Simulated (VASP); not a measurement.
**AsIr: single point with r2SCAN**

AsIr:

```xyz
2
Lattice="3.0826 0.0000 0.0000 0.0000 3.0826 0.0000 0.0000 0.0000 3.0826" Properties=species:S:1:pos:R:3 pbc="T T T"
Ir    1.5413    1.5413    1.5413
As    0.0000    0.0000    0.0000
```

The cell was built by a generator and needn't be a form met in nature.

```yaml
Program: VASP 6.6.1
Task: single point
Functional: r2SCAN
Potentials_or_basis: VASP PAW PBE potentials, release 64 (Ir, As)
Cutoff: 520 eV
k_mesh: 11 × 11 × 11
Occupations: methfessel-paxton, width 0.134 eV
Spin: no spin polarisation
Dipole_correction: no
Further_INCAR_settings: ALGO = Normal; EDIFF = 1e-06; NBANDS = 14
```

- Pressure: 9.3 GPa
- Band gap on the k mesh: none (metal or under the smearing width)

Levels at points of the mesh, in eV from the Fermi level:
```csv
k point,band 3,band 4,band 5,band 6,band 7,band 8,band 9,band 10,band 11,band 12
"(0.00, 0.00, 0.00)",-5.22,-1.57,-1.57,-1.57,-0.05,-0.05,-0.05,4.02,10.35,10.35
```

Run time: 24 s on 1 thread of Intel(R) Xeon(R) 6975P-C (Granite Rapids), with other jobs on the host, peak memory 0.16 GiB.

Caveat: the PAW data sets were made with another functional, which shifts forces and pressure a little. Spin-orbit coupling is left out, which matters for the levels of Ir.
